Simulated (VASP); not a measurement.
The system is Ta3AsAu2O13.

```
CELL_PARAMETERS angstrom
6.80067 -1.92163 -0.02621
6.80067 1.92163 -0.02621
-1.72225 0.00000 10.37288
ATOMIC_POSITIONS crystal
Ta 0.29832 0.29832 0.63042
Ta 0.35838 0.35838 0.00386
Ta 0.64153 0.64153 0.99841
As 0.70210 0.70210 0.36249
Au 0.60176 0.60176 0.63181
Au 0.39989 0.39989 0.36577
O 0.34257 0.34257 0.80557
O 0.41638 0.41638 0.55635
O 0.78159 0.78159 0.59389
O 0.65958 0.65958 0.20071
O 0.59095 0.59095 0.43486
O 0.21897 0.21897 0.41156
O 0.61546 0.61546 0.82214
O 0.14400 0.14400 0.64097
O 0.38300 0.38300 0.17947
O 0.84498 0.84498 0.35825
O 0.50050 0.50050 0.00258
O 0.81269 0.81269 0.99232
O 0.18737 0.18737 0.00856
```

The cell was built by a generator and needn't be a form met in nature.

Program: VASP 6.6.1. Alike in all runs: potentials or basis VASP PAW PBE potentials, release 64 (Ta_pv, As, Au, O); cell as given; k mesh 7 × 7 × 3; cutoff (eV) 520; smearing fermi-dirac 0.05 eV. Hardware: 4 MPI ranks on Intel(R) Xeon(R) 6975P-C (Granite Rapids), on a shared host.

Q: Order these runs on this cell by their wall time, lowest first.
A. task atomic charges; level PBE+TS; spin off
B. task band structure; level PBE; spin off
C. task band structure; level PBE; spin SOC, no magnetisation

A: A (430 s), B (1200 s), C (7500 s).

Caveats: atom-pairwise D2, TS and ULG terms overbind metals (some runs).
